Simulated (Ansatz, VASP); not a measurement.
**Cross-check of P (black phosphorene bilayer, AB) between VASP and Ansatz**

Aim: how closely do two programs agree when they are given the same cell, functional and k mesh? Of the first pair: The structure shown is the start of the Ansatz relaxation below; VASP solves that cell, so the two are compared at the walk's first step.

Method: plane waves, with VASP 6.6.1 beside it; PBE with D3(BJ), in Ansatz 0.2.0.

## (1) The structure

The cell holds 8 atoms: 8 P. Its edges and angles: a = 4.620 Å, b = 3.300 Å, c = 39.160 Å, α = 90.0°, β = 90.0°, γ = 90.0°. Vacuum lies along c. The height across the vacuum is the one that the program set for its solve, not the one typed.

Coordinates:

```cif
data_structure
_symmetry_space_group_name_H-M 'P 1'
_symmetry_Int_Tables_number 1
_cell_length_a 4.6200
_cell_length_b 3.3000
_cell_length_c 39.1600
_cell_angle_alpha 90.000
_cell_angle_beta 90.000
_cell_angle_gamma 90.000
_cell_volume 597.03
loop_
_atom_site_label
_atom_site_type_symbol
_atom_site_fract_x
_atom_site_fract_y
_atom_site_fract_z
_atom_site_occupancy
P1 P 0.09000 0.00000 0.22983 1
P2 P 0.41000 0.50000 0.23238 1
P3 P 0.91000 0.00000 0.28703 1
P4 P 0.59000 0.50000 0.28447 1
P5 P 0.09000 0.50000 0.36874 1
P6 P 0.41000 0.00000 0.37130 1
P7 P 0.91000 0.50000 0.42594 1
P8 P 0.59000 0.00000 0.42339 1
```

## (2) Ansatz: relaxation, PBE with D3(BJ)

Ansatz runs on its default PAW (the set named soft_2) files.

The two programs are compared at the cell with which this relaxation starts, whose forces are those of its first step.

input.yaml

```yaml
crystal:
  lattice:
    - [4.62, 0.0, 0.0]
    - [0.0, 3.3, 0.0]
    - [0.0, 0.0, 25.68]
  atoms:
    - { symbol: P, position: [0.09, 0.0, 0.3504672897] }
    - { symbol: P, position: [0.41, 0.5, 0.3543613707] }
    - { symbol: P, position: [0.91, 0.0, 0.437694704] }
    - { symbol: P, position: [0.59, 0.5, 0.4338006231] }
    - { symbol: P, position: [0.09, 0.5, 0.562305296] }
    - { symbol: P, position: [0.41, 0.0, 0.5661993769] }
    - { symbol: P, position: [0.91, 0.5, 0.6495327103] }
    - { symbol: P, position: [0.59, 0.0, 0.6456386293] }
  periodic: [true, true, false]
kpoints:
  mp_grid: { grid: [8, 10, 1] }
hamiltonian:
  xc: pbe
  dispersion: d3bj
scf:
  occupations: { method: fermi_dirac, width: 0.05 }
  convergence: { dr2_threshold: 1.0e-09 }
relax:
  f_tol: 0.004
  max_steps: 90
  cell: {}
output:
  write_potential: true
  write_density: true
  volumetric_format: npy
```

Launch:

```console
> ansatz run input.yaml --threads 4 --pin off --max-ram 6144MiB --backend cpu --events-out ev --progress --plain --runs-dir out
```

Numbers of over 12 decimals in the logs are rounded to 6 here.

What it wrote:

```text
Warning: crystal.periodic: the lattice vector that does not repeat stood 0.000° off the slab's normal, 25.680 Å along it as the deck builds it. The run solves the slab on a vector along the normal, 39.160 Å long, with every atom where it was (on the deck's vector they left 18.00 Å outside them, and the widest stretch free of ions among them is 3.20 Å). A fractional position that the run reports is one of the run's ce [...]
Warning: relax.cell: scf.convergence.dr2_threshold = 1e-9 eV is looser than the 2.55932515685e-10 eV advised for a relaxation that steers and ends on the stress (1e-10 eV for each atom of the cell: 8, times the square of relax.cell.stress_2d_tol = 0.05 N/m over 17.7 Å (the atoms' height at the walk's start and 5 Å past either face), 2.828e-2 GPa, over a crystal's default 0.05). What an SCF threshold leaves in a stress goes as its square root, and in the free energy as the threshold itself, and one threshold admits the most on a small cell: [figures from the program's tests cut] Set scf.convergence.dr2_threshold to 2.55932515685e-10 eV or tighter. [rest of the remark cut]
crystal.periodic: the lattice vector that does not repeat stood 0.000° off the slab's normal, 25.680 Å along it as the deck builds it. The run solves the slab on a vector along the normal, 39.160 Å long, with every atom where it was (on the deck's vector they left 18.00 Å outside them, and the widest stretch free of ions among them is 3.20 Å). A fractional position that the run reports is one of the run's cell, which [...]
Engine: ansatz 0.2.0, aarch64-unknown-linux-gnu
Pseudopotentials: kind: paw
Pseudopotential: P, paw, valence charge 5, recommended cutoff 420 eV (normal), P.paw.azcp
Functional definition: PBE
  parameter kappa = 0.804
  parameter beta = 0.066725
  exchange = pbe_x(kappa = kappa, mu = beta*pi^2/3)
  correlation = pbe_c(beta = beta)
Crystal: 8 atoms, lattice volume = 597.033 Å³
Basis set: ecut = 420 eV, 11791 PW (Γ), exchange–correlation on 64×48×540 points (8 copies of the dense FFT grid, shifted against one another)
[...]
SCF iter   5: F=—  HF=-6047.747855 eV  |F-HF|=—  |Δ(HF+E_count)|=   8.89e-6  Δρ=8.39e-6  dr2=2.56e-6  ethr=2.66e-7  ⟨swp⟩=2.2  Hψ=1148  notcnv=0
SCF iter   6: F=—  HF=-6047.747899 eV  |F-HF|=—  |Δ(HF+E_count)|=   4.48e-5  Δρ=1.94e-6  dr2=4.95e-8  ethr=6.40e-9  ⟨swp⟩=3.1  Hψ=1682  notcnv=0
SCF iter   7: F=—  HF=-6047.747899 eV  |F-HF|=—  |Δ(HF+E_count)|=   2.66e-9  Δρ=5.28e-7  dr2=5.43e-9  ethr=1.24e-10  ⟨swp⟩=3.5  Hψ=1946  notcnv=0
SCF iter   8: F=—  HF=-6047.747899 eV  |F-HF|=—  |Δ(HF+E_count)|=   1.08e-9  Δρ=3.03e-7  dr2=1.54e-9  ethr=2.50e-12  ⟨swp⟩=11.7  Hψ=6757  notcnv=0
SCF iter   9: F=-6047.747899 eV  HF=-6047.747899 eV  |F-HF|=1.82e-11  |Δ(HF+E_count)|=  1.40e-10  Δρ=7.15e-8  dr2=8.60e-11  ethr=2.50e-12  ⟨swp⟩=10.1  Hψ=5931  notcnv=0
SCF 7 converged in 9 iterations: F = -6047.747899 eV  dr2 = 8.60e-11
relax step   7: F+E_penalty+E_count = -6047.74789946 eV  Δ(F+E_penalty+E_count) = -4.451e-4 eV  max|allowed force component| = 1.993e-2 eV/Å  Δτ_max = 0.0086 Å  P = -0.046 N/m  Ω = 559.466 Å³  energy of the carried Pulay correction = +1.299e-3 eV  fix = [c, alpha, beta]  reactions: c -0.000 N/m; beta +0.000 N/m/rad  (9 SCF iters, accepted)
[...]
relax step   8: F+E_penalty+E_count = -6047.74797182 eV  Δ(F+E_penalty+E_count) = -7.236e-5 eV  max|allowed force component| = 2.235e-3 eV/Å  Δτ_max = 0.0025 Å  P = -0.000 N/m  Ω = 559.298 Å³  energy of the carried Pulay correction = +1.305e-3 eV  fix = [c, alpha, beta]  reactions: c -0.000 N/m; beta +0.000 N/m/rad  (7 SCF iters, accepted)
[...]
relax step   9: F+E_penalty+E_count = -6047.74733610 eV  Δ(F+E_penalty+E_count) = +6.357e-4 eV  max|allowed force component| = 2.159e-3 eV/Å  Δτ_max = 0.0000 Å  P = -0.010 N/m  Ω = 559.298 Å³  fix = [c, alpha, beta]  reactions: c +0.000 N/m; beta +0.000 N/m/rad  stress off target by 1.50e-2 N/m on what of the cell is left free  SCF on the basis re-selected at this cell (its energy is not comparable with the rows above)  (4 SCF iters)
basis re-selected at this cell: Δ(F+E_penalty+E_count) = +6.357e-4 eV, ΔP = -0.009 N/m vs the last step (what re-selecting the basis moved, of the pressure what is left beyond the Pulay correction that the steps carried, after the strain that the cell walked since its last selection, with what the two solves' SCF thresholds leave and, on support functions, any second-order correction that the steps lacked; it is no measure of the basis error at this ecutwfc). The dense FFT grid was sized anew with the basis: this SCF ran on 30×24×270 points, the steps before it on 32×24×270, so part of this shift can come from that change (see relax.cell in the input reference). [rest of the remark cut]
SCF converged after 4 iterations
Free energy (F): -6047.747336 eV
Harris-Foulkes:  -6047.747336 eV  (|F-HF|=1.34e-10)
Internal energy: -6047.744532 eV  (E = F + TS)
E sigma→0 (E₀):  -6047.745934 eV
Entropy (-TS):   -0.002804 eV (-0.351 meV/atom)
Fermi energy:    -4.367035 eV
--- Per-component energies (eV) ---
  E_band       = -447.092728
  E_kinetic    = 561.720637
  E_local      = -66816.446755  (includes V_loc(G=0)·N_el)
  E_nonlocal   = 271.505074
  E_hartree    = 33040.527326
  E_xc         = -490.822804
  E_vxc        = -484.658343  (∫ρ·V_xc dr)
  E_paw        = -4554.685984  (= ΣΔE_a)
  E_vpaw       = -60.266363  (= ΣTr[D̂ρ^β])
  E_aug_tail   = 0.000025  (compensation charges beyond the density's cutoff)
  E_ewald      = 31942.986618
  E_disp       = -2.528670  (pairwise vdW)
  E_smearing   = -0.002804  (= −TS)
  E_closure    = 0.000000  (closes the sum)
  Σ components = -6047.747336   (vs F -6047.747336, Δ=0.00e0)
--- Forces (eV/Å), atoms counted from 1 ---
  atom   1  P     -0.00210234    -0.00000000    -0.00040736
  atom   2  P      0.00194710     0.00000000    -0.00061949
  atom   3  P     -0.00215910     0.00000000     0.00121549
  atom   4  P      0.00188642    -0.00000000     0.00099347
  atom   5  P      0.00215910    -0.00000000    -0.00121549
  atom   6  P     -0.00188642     0.00000000    -0.00099347
  atom   7  P      0.00210234     0.00000000     0.00040736
  atom   8  P     -0.00194710    -0.00000000     0.00061949
  max |Σ_I F_I| component: 8.67e-19 eV/Å
--- 2D stress c σ (N/m, compression-positive) ---
       -0.015042      -0.000000      -0.000000
       -0.000000      -0.003966      -0.000000
       -0.000000      -0.000000      -0.000000
  P = ½ c Tr σ = -0.0095 N/m
--- Band table (eV; the first three rows and the last of 30) ---
  k-point 0: bands = ["-20.2686", "-20.1006", "-17.7073", "-17.3190", "-13.8290", "-13.7342", "-11.2466", "-10.5691", "-9.8265", "-9.6540", "-9.4031", "-9.1153", "-8.5834", "-8.4507", "-7.1865", "-6.8738", "-6.7037", "-6.6603", "-5.3950", "-4.4046", "-4.3131", "-3.6329", "-3.6195", "-3.3205", "-2.3368", "-2.1100", "-1.4328", "-1.2879"]
  k-point 1: bands = ["-20.1488", "-19.9816", "-17.5831", "-17.1956", "-13.9154", "-13.8411", "-11.1435", "-10.4741", "-9.7650", "-9.7190", "-9.4353", "-9.3026", "-9.1014", "-9.0153", "-7.3323", "-7.3138", "-7.1196", "-6.6290", "-5.3379", "-4.5198", "-4.2055", "-3.5293", "-2.6734", "-2.4081", "-2.1198", "-1.9083", "-1.4725", "-1.2947"]
  k-point 2: bands = ["-19.7914", "-19.6266", "-17.2115", "-16.8264", "-14.2856", "-14.2748", "-10.8435", "-10.4955", "-10.4102", "-10.2027", "-9.8925", "-9.8358", "-9.4033", "-9.0105", "-8.0065", "-7.6095", "-6.9682", "-6.4586", "-5.4239", "-4.9982", "-3.9103", "-3.5617", "-3.0018", "-2.9637", "-1.2178", "-1.0526", "-0.8778", "-0.6157"]
  k-point 29: bands = ["-16.8435", "-16.8435", "-16.8424", "-16.8424", "-14.7798", "-14.7798", "-14.7776", "-14.7776", "-10.2798", "-10.2798", "-10.2794", "-10.2794", "-9.7609", "-9.7609", "-9.7600", "-9.7600", "-6.4687", "-6.4687", "-6.4613", "-6.4613", "-2.4841", "-2.4841", "-2.4756", "-2.4756", "-0.2962", "-0.2962", "-0.2935", "-0.2935"]
  the weakly bound empty levels are not read free of the cell's end (no_gap_told)
--- Relaxed structure (8 steps of the walk, 8 accepted, 1 SCFs on fresh bases) ---
  F+E_penalty+E_count = -6047.74733610 eV   max|allowed force component| = 2.159e-3 eV/Å   (the final SCF, on the basis selected at the relaxed cell)
  cell:  # Å, volume = 559.2976 Å³
    - [4.319780, 0.0, 0]
    - [0.0, 3.306272, 0.0]
    - [0, 0.0, 39.160000]
  atoms:
    - { symbol: P, position: [0.079313, 0.0, 0.235468] }
    - { symbol: P, position: [0.422594, 0.5, 0.235485] }
    - { symbol: P, position: [0.923318, 0.0, 0.290233] }
    - { symbol: P, position: [0.578537, 0.5, 0.290252] }
    - { symbol: P, position: [0.076682, 0.5, 0.365538] }
    - { symbol: P, position: [0.421463, 0.0, 0.365519] }
    - { symbol: P, position: [0.920687, 0.5, 0.420303] }
    - { symbol: P, position: [0.577406, 0.0, 0.420286] }
```

## (3) VASP: single point, PBE with D3(BJ), start cell, pair 1

The same cell, functional, mesh and smearing now go to VASP, with its own data sets.

Lines of VASP's logs that name or quote its potential files are left out, and so is its time.

INCAR

```
SYSTEM = P
PREC = Accurate
ENCUT = 400
EDIFF = 1E-06
NELM = 120
ISMEAR = -1
SIGMA = 0.05
LREAL = .FALSE.
ALGO = Normal
GGA = PE
IVDW = 12
NBANDS = 28
LORBIT = 11
LWAVE = .FALSE.
LCHARG = .FALSE.
ISIF = 2
LDIPOL = .TRUE.
IDIPOL = 3
DIPOL = 0.5 0.5 0.328
LVHAR = .TRUE.
LASPH = .TRUE.
GGA_COMPAT = .FALSE.
NELMDL = -8
KPAR = 2
```

POSCAR

```
P
1.0
    4.6200000000      0.0000000000      0.0000000000
    0.0000000000      3.3000000000      0.0000000000
    0.0000000000      0.0000000000     39.1600000000
P
8
Direct
    0.0900000000      0.0000000000      0.2298263534
    0.4100000000      0.5000000000      0.2323799796
    0.9100000000      0.0000000000      0.2870275792
    0.5900000000      0.5000000000      0.2844739530
    0.0900000000      0.5000000000      0.3687436159
    0.4100000000      0.0000000000      0.3712972421
    0.9100000000      0.5000000000      0.4259448417
    0.5900000000      0.0000000000      0.4233912155
```

KPOINTS

```
Automatic mesh
0
Gamma
8 10 1
0 0 0
```

Potentials, in the order of the species: P (PBE family, release 64).

Launch:

```console
> mpirun -np 2 vasp_std
```

What it wrote:

```text
[banner, memory and clock lines left out]
running    2 mpi-ranks, on    1 nodes
 distrk:  each k-point on    1 cores,    2 groups
 distr:  one band on    1 cores,    1 groups

 POSCAR found type information on POSCAR P
 POSCAR found :  1 types and       8 ions
 LDA part: xc-table for (Slater+PW92), standard interpolation
 POSCAR, INCAR and KPOINTS ok, starting setup
 FFT: planning ... GRIDC
 FFT: planning ... GRID_SOFT
 FFT: planning ... GRID
 WAVECAR not read
 entering main loop
       N       E                     dE             d eps       ncg     rms          rms(c)
DAV:   1     0.269244970276E+03    0.26924E+03   -0.11232E+04  1680   0.827E+02
DAV:   2    -0.725351599128E+01   -0.27650E+03   -0.26665E+03  2560   0.181E+02
DAV:   3    -0.420828296669E+02   -0.34829E+02   -0.34631E+02  1988   0.709E+01
DAV:   4    -0.431101956371E+02   -0.10274E+01   -0.10232E+01  2440   0.153E+01
DAV:   5    -0.431327213128E+02   -0.22526E-01   -0.22492E-01  2616   0.201E+00
DAV:   6    -0.431331189053E+02   -0.39759E-03   -0.39750E-03  2468   0.254E-01
DAV:   7    -0.431331273135E+02   -0.84081E-05   -0.84077E-05  2592   0.342E-02
DAV:   8    -0.431331275702E+02   -0.25674E-06   -0.25659E-06  2036   0.488E-03    0.141E+01
DAV:   9    -0.428761881383E+02    0.25694E+00   -0.19797E-01  2036   0.191E+00    0.835E+00
DAV:  10    -0.427720050433E+02    0.10418E+00   -0.31108E-01  2108   0.239E+00    0.453E-01
DAV:  11    -0.427711314151E+02    0.87363E-03   -0.25042E-02  2028   0.786E-01    0.291E-01
DAV:  12    -0.427709752395E+02    0.15618E-03   -0.19068E-03  2392   0.206E-01    0.167E-01
DAV:  13    -0.427707807155E+02    0.19452E-03   -0.51482E-04  1952   0.101E-01    0.734E-02
DAV:  14    -0.427707022364E+02    0.78479E-04   -0.22505E-04  2164   0.677E-02    0.282E-02
[...]
DAV:  20    -0.427711420235E+02   -0.32656E-04   -0.90053E-07  1544   0.326E-03    0.201E-03
DAV:  21    -0.427711792900E+02   -0.37267E-04   -0.85960E-07  1512   0.304E-03    0.174E-03
DAV:  22    -0.427711961289E+02   -0.16839E-04   -0.19147E-07  1280   0.169E-03    0.819E-04
DAV:  23    -0.427712101696E+02   -0.14041E-04   -0.49514E-07  1420   0.167E-03    0.428E-04
DAV:  24    -0.427712124523E+02   -0.22827E-05   -0.36595E-08  1080   0.708E-04    0.364E-04
DAV:  25    -0.427712157641E+02   -0.33118E-05   -0.73251E-08  1196   0.598E-04    0.164E-04
DAV:  26    -0.427712168649E+02   -0.11007E-05   -0.17037E-08  1028   0.319E-04    0.721E-05
DAV:  27    -0.427712176490E+02   -0.78407E-06   -0.12017E-08  1052   0.244E-04
   1 F= -.45033863E+02 E0= -.45033627E+02  d E =-.472075E-03
```

OUTCAR, selected parts (step 3):

```text
ion  position               nearest neighbor table
   1  0.090  0.000  0.230-   2 2.22   2 2.22   3 2.39
   2  0.410  0.500  0.232-   4 2.20   1 2.22   1 2.22
   3  0.910  0.000  0.287-   4 2.22   4 2.22   1 2.39
   4  0.590  0.500  0.284-   2 2.20   3 2.22   3 2.22
   5  0.090  0.500  0.369-   6 2.22   6 2.22   7 2.39
   6  0.410  0.000  0.371-   8 2.20   5 2.22   5 2.22
   7  0.910  0.500  0.426-   8 2.22   8 2.22   5 2.39
   8  0.590  0.000  0.423-   6 2.20   7 2.22   7 2.22

  LATTYP: Found a simple orthorhombic cell.
 ALAT       =     3.3000000000
 B/A-ratio  =     1.4000000000
 C/A-ratio  =    11.8666666667

 Subroutine GETGRP returns: Found  4 space group operations
 (whereof  2 operations were pure point group operations)

The static configuration has the point symmetry C_1h.
 The point group associated with its full space group is C_2h.

 Found     30 irreducible k-points:

   k-points           NKPTS =     30   k-points in BZ     NKDIM =     30   number of bands    NBANDS=     28

   dimension x,y,z NGX =    30 NGY =   24 NGZ =  256
   dimension x,y,z NGXF=    60 NGYF=   48 NGZF=  512

   ENCUT  =  400.0 eV  29.40 Ry    5.42 a.u.   7.53  5.38 63.86*2*pi/ulx,y,z

   NELECT =      40.0000    total number of electrons

 k-points in reciprocal lattice and weights: Automatic mesh
   0.00000000  0.00000000  0.00000000       0.013
   0.12500000  0.00000000  0.00000000       0.025
   0.25000000  0.00000000  0.00000000       0.025
   0.37500000  0.00000000  0.00000000       0.025
   0.50000000  0.00000000  0.00000000       0.013
   0.00000000  0.10000000  0.00000000       0.025
   0.12500000  0.10000000  0.00000000       0.050
   0.25000000  0.10000000  0.00000000       0.050
   0.37500000  0.10000000  0.00000000       0.050
[...]
0.37500000  0.50000000  0.00000000       0.025
   0.50000000  0.50000000  0.00000000       0.013

 dipolmoment           0.000000      0.000000      0.000003 electrons x Angstroem

 average (electrostatic) potential at core
       1 -91.2454       2 -91.1269       3 -91.2743       4 -91.1555       5 -91.2743
       6 -91.1555       7 -91.2454       8 -91.1269

 E-fermi :  -1.6619

 k-point     1 :       0.0000    0.0000    0.0000
  band No.  band energies     occupation
    ...
     16      -4.0651      2.00000
     17      -3.9767      2.00000
     18      -3.6518      2.00000
     19      -2.4928      2.00000
     20      -1.8477      1.95247
     21      -1.4832      0.05454
     22      -1.2293      0.00035
     23      -0.6375      0.00000
     24      -0.4982      0.00000
     25       0.4145      0.00000
    ...

 k-point     2 :       0.1250    0.0000    0.0000
  band No.  band energies     occupation
    ...
     16      -4.0293      2.00000
     17      -3.9157      2.00000
     18      -3.4328      2.00000
     19      -3.0079      2.00000
     20      -2.4187      2.00000
     21      -0.9678      0.00000
     22      -0.6819      0.00000
     23      -0.5631      0.00000
     24      -0.4190      0.00000
     25       0.2831      0.00000
    ...

 k-point     3 :       0.2500    0.0000    0.0000
  band No.  band energies     occupation
    ...
     16      -4.1865      2.00000
     17      -4.1055      2.00000
     18      -3.3643      2.00000
     19      -2.9759      2.00000
     20      -2.7449      2.00000
     21      -0.5334      0.00000
     22      -0.2867      0.00000
     23      -0.1902      0.00000
     24      -0.0737      0.00000
     25      -0.0590      0.00000
    ...

 Edisp (eV)   -2.26265

  Total      -2.71717    -2.42847    -2.55598     0.00000     0.00000    -0.30729
  in kB      -7.29171    -6.51696    -6.85914     0.00000     0.00000    -0.82463
  external pressure =       -6.89 kB  Pullay stress =        0.00 kB

  energy-cutoff  :      400.00
  volume of cell :      597.03
      direct lattice vectors                 reciprocal lattice vectors
     4.620000000  0.000000000  0.000000000     0.216450216  0.000000000  0.000000000
     0.000000000  3.300000000  0.000000000     0.000000000  0.303030303  0.000000000
     0.000000000  0.000000000 39.160000000     0.000000000  0.000000000  0.025536261

 POSITION                                       TOTAL-FORCE (eV/Angst)
 -----------------------------------------------------------------------------------
      0.41580      0.00000      9.00000        -0.019678      0.000000      1.107150
      1.89420      1.65000      9.10000         0.114674      0.000000     -0.741268
      4.20420      0.00000     11.24000         0.070551      0.000000     -1.012980
      2.72580      1.65000     11.14000        -0.184074      0.000000      0.830553
      0.41580      1.65000     14.44000        -0.070551      0.000000      1.012980
      1.89420      0.00000     14.54000         0.184074      0.000000     -0.830553
      4.20420      1.65000     16.68000         0.019678      0.000000     -1.107150
      2.72580      0.00000     16.58000        -0.114674      0.000000      0.741268
 -----------------------------------------------------------------------------------
    total drift:                               -0.000003      0.000000      0.000022

  FREE ENERGIE OF THE ION-ELECTRON SYSTEM (eV)
  ---------------------------------------------------
  free  energy   TOTEN  =       -45.0338627540 eV

  energy  without entropy=      -45.0333906785  energy(sigma->0) =      -45.03362672

 vacuum level on the upper side and lower side of the slab         2.824         2.824

 total charge
# of ion       s       p       d       tot
------------------------------------------
    1        1.091   1.345   0.000   2.436
    2        1.070   1.406   0.000   2.476
    3        1.092   1.342   0.000   2.435
    4        1.071   1.403   0.000   2.474
    5        1.092   1.342   0.000   2.435
    6        1.071   1.403   0.000   2.474
    7        1.091   1.345   0.000   2.436
    8        1.070   1.406   0.000   2.476
--------------------------------------------------
tot          8.650  10.993   0.000  19.643

[... 3 further parts left out ...]
```

[end of part 1 of 2]

[Lines on the potential files, build, host, timing and source positions are cut from VASP's logs without a mark.]

[Logs are printed without paths, hosts, clocks, repeated set-up lines and the standing remarks that a program may print on its own settings, such as how far it seeks lower states.]

[Hosts, paths, dates, database ids (printed as entryN), source tags and the programs' standing remarks are cut or masked in the printed files.]
